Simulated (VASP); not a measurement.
VASP input:

**POSCAR**
```
Ta
1
   -1.6500000000     1.6500000000     1.6500000000
    1.6500000000    -1.6500000000     1.6500000000
    1.6500000000     1.6500000000    -1.6500000000
Ta
1
Direct
  0.0000000000   0.0000000000   0.0000000000
```

File KPOINTS:
```
Automatic mesh
0
Gamma
12 12 12
0 0 0
```

### INCAR
```
SYSTEM = Ta
PREC = Accurate
ENCUT = 400
EDIFF = 1E-6
NELM = 100
ALGO = Normal
LREAL = .FALSE.
LASPH = .TRUE.
ISMEAR = 1
SIGMA = 0.1
GGA = PE
LMAXMIX = 6
LWAVE = .FALSE.
LCHARG = .FALSE.
ISIF = 2
IBRION = 0
NSW = 3
TEBEG = 300
```

POTCAR, in this order: Ta_pv (PBE.64 set). Program: vasp_std.

The resulting files:

standard output:
```
 POSCAR found type information on POSCAR Ta
 POSCAR found :  1 types and       1 ions
 Reading from existing POTCAR

 -----------------------------------------------------------------------------
|                                                                             |
|     EEEEEEE  RRRRRR   RRRRRR   OOOOOOO  RRRRRR      ###     ###     ###     |
|     E        R     R  R     R  O     O  R     R     ###     ###     ###     |
|     E        R     R  R     R  O     O  R     R     ###     ###     ###     |
|     EEEEE    RRRRRR   RRRRRR   O     O  RRRRRR       #       #       #      |
|     E        R   R    R   R    O     O  R   R                               |
|     E        R    R   R    R   O     O  R    R      ###     ###     ###     |
|     EEEEEEE  R     R  R     R  OOOOOOO  R     R     ###     ###     ###     |
|                                                                             |
|     Fatal error! IBRION=0, but no entry for POTIM on file INCAR. MUST       |
|     be specified!                                                           |
|                                                                             |
|       ---->  I REFUSE TO CONTINUE WITH THIS SICK JOB ... BYE!!! <----       |
|                                                                             |
 -----------------------------------------------------------------------------
```

From input and log, find the fault in this run and mend it.

The cause: molecular dynamics (IBRION = 0) was asked for without POTIM. VASP stops with an error: Fatal error! IBRION=0, but no entry for POTIM on file INCAR. MUST be specified! ----> I REFUSE TO CONTINUE WITH THIS SICK JOB ... BYE!!! <---- To mend it, set POTIM to the time step in fs (1 to 2 fs suits most solids). The plain static run on this cell (PBE GGA, plane waves, VASP's PBE PAW potentials (set 64)) converges, and its OSZICAR ends with
```
   1 F= -.11800696E+02 E0= -.11800338E+02  d E =-.107287E-02
```

The compound is Ta in the bcc structure. The cell was not relaxed at this level.
